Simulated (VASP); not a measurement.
VASP input:

### POSCAR
```
Ag
1.0
  0.0000000000   2.0450000000   2.0450000000
  2.0450000000   0.0000000000   2.0450000000
  2.0450000000   2.0450000000   0.0000000000
Ag
1
Cart
  0.0000000000   0.0000000000   0.0000000000
```

### KPOINTS
```
kpoints
0
G
14 14 14
```

INCAR:
```
! general
SYSTEM  = Ag
PREC    = Accurate
ENCUT   = 520
LREAL   = .False.
LASPH   = .True.   ! aspherical one-centre terms

! electronic loop
EDIFF   = 1E-6
NELM    = 100
ALGO    = Normal   ! blocked Davidson
LMAXMIX = 4   ! l cut-off of mixed one-centre charges

! smearing
ISMEAR  = 1
SIGMA   = 0.1   ! width (eV)

! functional
GGA     = 91   ! PW91

! ions
IBRION  = 2   ! conjugate gradients
NSW     = 60
ISIF    = 3   ! ions, shape and volume
EDIFFG  = -0.01   ! ionic stop

! output
LWAVE   = .False.
LCHARG  = .False.
```

POTCAR, in this order: Ag (PBE.64 set). Program: vasp_std.

Problem. Write an equivalent input for Quantum ESPRESSO's pw.x.

Solution. One equivalent input (not run):
```
&CONTROL
  calculation = 'vc-relax'
  pseudo_dir = './pseudo'
  outdir = './out'
  tprnfor = .true.
  tstress = .true.
  nstep = 60
  forc_conv_thr = 0.00039
/
&SYSTEM
  ibrav = 0
  nat = 1
  ntyp = 1
  ecutwfc = 82
  occupations = 'smearing'
  smearing = 'methfessel-paxton'
  degauss = 0.00735
  input_dft = 'pw91'
/
&ELECTRONS
  conv_thr = 7.3e-08
  electron_maxstep = 100
/
&IONS
/
&CELL
/
ATOMIC_SPECIES
  Ag 107.868 Ag.upf
CELL_PARAMETERS angstrom
     0.0000000    2.0450000    2.0450000
     2.0450000    0.0000000    2.0450000
     2.0450000    2.0450000    0.0000000
ATOMIC_POSITIONS crystal
  Ag   0.0000000  0.0000000  0.0000000
K_POINTS automatic
  14 14 14 0 0 0
```
Limits of the translation: the potentials are each code's own (VASP's PAW set, PseudoDojo norm-conserving files in pw.x), so ENCUT and ecutwfc are chosen apart and not converted; conv_thr bounds pw.x's estimated SCF error, while EDIFF bounds the energy change between steps; forc_conv_thr acts on force components and is met together with etot_conv_thr.

The compound is Ag in the fcc structure. This run relaxes it. Symmetry was kept, so distortions that lower it aren't found.
